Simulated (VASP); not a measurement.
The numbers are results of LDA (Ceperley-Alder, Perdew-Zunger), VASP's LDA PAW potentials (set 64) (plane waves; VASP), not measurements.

VASP ran on this input.

POSCAR:
```
Pt
1
    0.0000000000     1.9082533956     1.9082533956
    1.9082533956     0.0000000000     1.9082533956
    1.9082533956     1.9082533956     0.0000000000
Pt
1
Direct
  0.0000000000   0.0000000000   0.0000000000
```

### INCAR
```
# general
SYSTEM  = Pt
PREC    = Accurate
ENCUT   = 520
LREAL   = F
LASPH   = T

# electronic loop
EDIFF   = 1E-7
NELM    = 100
ALGO    = Normal
LMAXMIX = 6

# smearing
ISMEAR  = 1
SIGMA   = 0.1

# ions
ISIF    = 2

# output
LWAVE   = F
LCHARG  = F
```

File KPOINTS:
```
Automatic mesh
0
Gamma
16 16 16
0 0 0
```

POTCAR, in this order: Pt (LDA.64 set). Program: vasp_std.

**Question.** What will the output report for the number of irreducible k-points (NKPTS), largest plane-wave count, number of space-group operations, FFT grid (NGX, NGY, NGZ)?

**Answer.** 
```
Item                                           Value
--------------------------------------  ------------
number of irreducible k-points (NKPTS)           145
largest plane-wave count                         388
number of space-group operations                  48
FFT grid (NGX, NGY, NGZ)                20 × 20 × 20
```

The compound is Pt in the fcc structure. This cell is one point of a volume scan, at 0.94 of the reference volume.
